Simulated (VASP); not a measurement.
These are PBEsol GGA, VASP's PBE PAW potentials (set 64) (plane waves; VASP) values and carry that method's errors.

VASP input:

**INCAR**
```
LREAL=.FALSE.   # projection in real space or not
LDIPOL=.TRUE.
ISIF=2
EDIFFG=-0.03
ALGO=Normal   # blocked Davidson
DIPOL=0.5 0.5 0.5
NELMIN=4
ENCUT=400   # plane-wave cut-off (eV)
PREC=Normal
SIGMA=0.1   # width (eV)
GGA=PS
LCHARG=.FALSE.
IBRION=2   # conjugate gradients
LASPH=.TRUE.
LWAVE=.TRUE.
LMAXMIX=6   # l cut-off of mixed one-centre charges
ISMEAR=1   # Methfessel-Paxton
EDIFF=1E-5
IDIPOL=3
NELM=100
NSW=120   # most ionic steps
SYSTEM=Au(211) slab
```

**POSCAR**
```
Au(211) slab
1.0
  7.0683506587   0.0000000000   0.0000000000
  0.0000000000   2.8856425260   0.0000000000
  0.0000000000   0.0000000000  24.9995191235
Au
12
Direct
  0.6771424919   0.2500000000   0.3232550455
  0.0026352106   0.7500000000   0.3497234014
  0.3270033831   0.2500000000   0.3782762718
  0.6527988821   0.7500000000   0.4189047609
  0.9989238077   0.2500000000   0.4498900687
  0.3286806529   0.7500000000   0.4831035770
  0.6713193471   0.2500000000   0.5168964230
  0.0010761923   0.7500000000   0.5501099313
  0.3472011179   0.2500000000   0.5810952391
  0.6729966169   0.7500000000   0.6217237282
  0.9973647894   0.2500000000   0.6502765986
  0.3228575081   0.7500000000   0.6767449545
```

### KPOINTS
```
K-points
0
G
 4 10 1
0 0 0
```

POTCAR, in this order: Au (PBE.64 set). Program: vasp_std.

What VASP printed:

OSZICAR:
```
       N       E                     dE             d eps       ncg     rms          rms(c)
DAV:   1     0.813513877154E+03    0.81351E+03   -0.52602E+04  2868   0.117E+03
DAV:   2    -0.699381542094E+00   -0.81421E+03   -0.75976E+03  3319   0.272E+02
DAV:   3    -0.468462694176E+02   -0.46147E+02   -0.44482E+02  3235   0.591E+01
DAV:   4    -0.480178494316E+02   -0.11716E+01   -0.11656E+01  3377   0.949E+00
DAV:   5    -0.480507775337E+02   -0.32928E-01   -0.32863E-01  3296   0.158E+00    0.294E+01
DAV:   6    -0.444383039670E+02    0.36125E+01   -0.10789E+01  3086   0.154E+01    0.197E+01
DAV:   7    -0.443646910209E+02    0.73613E-01   -0.22462E+00  3020   0.120E+01    0.652E+00
DAV:   8    -0.442187352478E+02    0.14596E+00   -0.11750E+00  2967   0.126E+01    0.300E+00
DAV:   9    -0.441540546227E+02    0.64681E-01   -0.14686E-01  3101   0.367E+00    0.547E-01
DAV:  10    -0.441512673666E+02    0.27873E-02   -0.29142E-02  3270   0.104E+00    0.182E-01
DAV:  11    -0.441515601198E+02   -0.29275E-03   -0.18558E-03  3086   0.220E-01    0.153E-01
DAV:  12    -0.441516285434E+02   -0.68424E-04   -0.64711E-04  3180   0.181E-01    0.406E-02
DAV:  13    -0.441516665756E+02   -0.38032E-04   -0.86119E-05  3114   0.515E-02    0.140E-02
DAV:  14    -0.441517070201E+02   -0.40445E-04   -0.69758E-06  1877   0.140E-02    0.432E-03
DAV:  15    -0.441517346044E+02   -0.27584E-04   -0.29607E-06  1822   0.619E-03    0.183E-03
DAV:  16    -0.441517548752E+02   -0.20271E-04   -0.13552E-06  1815   0.347E-03    0.159E-03
DAV:  17    -0.441517660546E+02   -0.11179E-04   -0.62730E-07  1806   0.206E-03    0.603E-04
DAV:  18    -0.441517757531E+02   -0.96985E-05   -0.75457E-07  1770   0.150E-03
   1 F= -.44151776E+02 E0= -.44150128E+02  d E =-.441518E+02
       N       E                     dE             d eps       ncg     rms          rms(c)
DAV:   1    -0.441521867286E+02   -0.42067E-03   -0.21775E-01  2963   0.140E+00    0.364E-02
DAV:   2    -0.441523987735E+02   -0.21204E-03   -0.21446E-03  3100   0.195E-01    0.281E-02
DAV:   3    -0.441523888487E+02    0.99247E-05   -0.60856E-05  3143   0.313E-02    0.200E-02
DAV:   4    -0.441523816899E+02    0.71589E-05   -0.22495E-05  1771   0.177E-02
   2 F= -.44152382E+02 E0= -.44150721E+02  d E =-.605937E-03
       N       E                     dE             d eps       ncg     rms          rms(c)
DAV:   1    -0.441512238139E+02    0.11650E-02   -0.19597E+00  2865   0.420E+00    0.112E-01
DAV:   2    -0.441531291424E+02   -0.19053E-02   -0.19389E-02  3072   0.584E-01    0.838E-02
DAV:   3    -0.441530425760E+02    0.86566E-04   -0.55600E-04  3178   0.948E-02    0.588E-02
DAV:   4    -0.441529791954E+02    0.63381E-04   -0.21210E-04  3112   0.526E-02    0.244E-02
DAV:   5    -0.441529818150E+02   -0.26196E-05   -0.48539E-05  2872   0.331E-02
   3 F= -.44152982E+02 E0= -.44151294E+02  d E =-.120606E-02
       N       E                     dE             d eps       ncg     rms          rms(c)
DAV:   1    -0.441529771043E+02    0.20911E-05   -0.35031E-02  2914   0.562E-01    0.137E-02
DAV:   2    -0.441530074540E+02   -0.30350E-04   -0.31403E-04  3108   0.767E-02    0.129E-02
DAV:   3    -0.441530051729E+02    0.22811E-05   -0.75305E-06  1709   0.119E-02    0.989E-03
DAV:   4    -0.441530027475E+02    0.24254E-05   -0.13657E-05  1660   0.121E-02
   4 F= -.44153003E+02 E0= -.44151319E+02  d E =-.122699E-02
```

**OUTCAR**
```
------------------------ aborting loop because EDIFF is reached ----------------------------------------
  FORCE on cell =-STRESS in cart. coord.  units (eV):
  Direction    XX          YY          ZZ          XY          YZ          ZX
  --------------------------------------------------------------------------------------
  Total       -4.6079290     -6.3742090     -0.2937700      0.0000000      0.0000000     -0.1045219
  in kB      -14.4785174    -20.0283240     -0.9230512      0.0000000      0.0000000     -0.3284169
  external PRESSURE =     -11.8099642 kB  Pullay stress =       0.0000000 kB
  volume of cell :      509.91
      direct lattice vectors                 reciprocal lattice vectors
     7.068350659  0.000000000  0.000000000     0.141475720  0.000000000  0.000000000
     0.000000000  2.885642526  0.000000000     0.000000000  0.346543271  0.000000000
     0.000000000  0.000000000 24.999519124     0.000000000  0.000000000  0.040000769
 POSITION                                       TOTAL-FORCE (eV/Angst)
 -----------------------------------------------------------------------------------
      4.78329      0.72141      8.08790         0.014486      0.000000      0.008437
      0.02481      2.16423      8.74230        -0.012326     -0.000000     -0.018173
      2.30953      0.72141      9.45662         0.014570      0.000000      0.019588
      4.61943      2.16423     10.47203        -0.006767      0.000000      0.027497
      7.05182      0.72141     11.24761         0.003375     -0.000000      0.010845
      2.32545      2.16423     12.07398        -0.004199     -0.000000     -0.028765
      4.74290      0.72141     12.92554         0.004199      0.000000      0.028765
      0.01653      2.16423     13.75191        -0.003375      0.000000     -0.010845
      2.44892      0.72141     14.52749         0.006767      0.000000     -0.027497
      4.75882      2.16423     15.54290        -0.014570     -0.000000     -0.019588
      7.04354      0.72141     16.25721         0.012326      0.000000      0.018173
      2.28506      2.16423     16.91162        -0.014486     -0.000000     -0.008437
 -----------------------------------------------------------------------------------
    total drift:                                0.000000     -0.000000     -0.000000
  FREE ENERGIE OF THE ION-ELECTRON SYSTEM (eV)
  ---------------------------------------------------
  free  energy   TOTEN  =       -44.1530027475 eV

  energy  without entropy=      -44.1479503805  energy(sigma->0) =      -44.15131863

 reached required accuracy - stopping structural energy minimisation
```
(Selected blocks of OUTCAR.)

File CONTCAR:
```
Au(211) slab
   1.00000000000000
     7.0683506587000000    0.0000000000000000    0.0000000000000000
     0.0000000000000000    2.8856425259999998    0.0000000000000000
     0.0000000000000000    0.0000000000000000   24.9995191235000007
  Au
    12
Direct
     0.6767200150443374    0.2500000000000000    0.3235221185680615
     0.0035102957020420    0.7500000000000000    0.3496989211517308
     0.3267425444036167    0.2500000000000000    0.3782721159705521
     0.6535373468847037    0.7500000000000000    0.4188893567317593
     0.9976607125850383    0.2500000000000000    0.4499130909508251
     0.3289953723710737    0.7500000000000000    0.4829685505604505
     0.6710046276289262    0.2500000000000000    0.5170314494395495
     0.0023392874149617    0.7500000000000000    0.5500869090491749
     0.3464626531152964    0.2500000000000000    0.5811106432682406
     0.6732574555963833    0.7500000000000000    0.6217278840294479
     0.9964897042979580    0.2500000000000000    0.6503010788482690
     0.3232799849556626    0.7500000000000000    0.6764778814319384
```

The cell is a thin slab with vacuum, built from Au (fcc): (211) face.
